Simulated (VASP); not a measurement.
Set up this calculation in VASP 6.6.1, as the native input.

```yaml
Task: single point
Functional: PBE
Potentials_or_basis: VASP PAW PBE potentials, release 64 (Tl_d, Sb, Se)
Cutoff: 520 eV
k_mesh: 4 × 4 × 4
Occupations: gaussian, width 0.05 eV
Spin: no spin polarisation
Dipole_correction: no
Further_INCAR_settings: ALGO = Normal; EDIFF = 1e-06; NBANDS = 26
```

The structure of TlSbSe3 lies in POSCAR:

```
TlSbSe3
1.0
    5.3763172977      0.0000000000      0.0000000000
    0.0000000000      5.3763172977      0.0000000000
    0.0000000000      0.0000000000      5.3763172977
Tl Sb Se
1 1 3
Direct
    0.0000000000      0.0000000000      0.0000000000
    0.5000000000      0.5000000000      0.5000000000
    0.5000000000      0.5000000000      0.0000000000
    0.5000000000      0.0000000000      0.5000000000
    0.0000000000      0.5000000000      0.5000000000
```

The cell comes from a database or a generator and needn't be the stable form of this composition.

These files were run (other wordings do the same):

INCAR

```
SYSTEM = TlSbSe3
  PREC = Accurate
  ENCUT = 520
  EDIFF = 1E-6
  ISMEAR = 0
  SIGMA = 0.05
  LREAL = .FALSE.
  LASPH = .TRUE.
  NELM = 60
  ALGO = Normal
  ISIF = 2
  LWAVE = .FALSE.
  LCHARG = .TRUE.
  GGA = PE
  LELF = .TRUE.
  LVHAR = .TRUE.
  NBANDS = 26
```

KPOINTS

```
regular mesh
0
G
  4 4 4
  0 0 0
```

Potentials or basis: VASP PAW PBE potentials, release 64 (Tl_d, Sb, Se).

The run is started by

```sh
$ cat potpaw_PBE.64/Tl_d/POTCAR potpaw_PBE.64/Sb/POTCAR potpaw_PBE.64/Se/POTCAR > POTCAR
$ mpirun -np 1 vasp_std > vasp.out
```

It gave:

```json
{"Pressure": "0.0 GPa", "Band gap on the k mesh": "none (metal or under the smearing width)"}
```

It took 32 s on 1 thread of Intel(R) Xeon(R) Platinum 8259CL CPU @ 2.50GHz (Skylake/Cascade Lake), with other jobs on the host, peak memory 0.26 GiB.
